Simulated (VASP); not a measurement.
Here is the system:

```xyz
2
Lattice="0.0000 2.2691 2.2691 2.2691 0.0000 2.2691 2.2691 2.2691 0.0000" Properties=species:S:1:pos:R:3 pbc="T T T"
Hf     0.0000     0.0000     0.0000
N      2.2691     2.2691     2.2691
```

Calculation: SCAN meta-GGA, VASP's PBE PAW potentials (set 64) (plane waves; VASP 6.6.1). Run with 520 eV cut-off, 14×14×14 Γ-centred mesh, first-order Methfessel-Paxton smearing of 0.10 eV, potentials Hf_pv N.

Problem. The job: HfN (rock salt), 2 atoms, SCAN, static run, 520 eV, 14×14×14 Γ-centred mesh. Roughly how much core time does it take on a busy server core?

Solution. About 4 core-minutes (one run on a shared machine, a rough figure). It had 104 irreducible k-points, 11 bands, up to 640 plane waves and 27 electronic steps.

The compound is HfN in the rock salt structure. This cell is one point of a volume scan, at 1.03 of the reference volume.
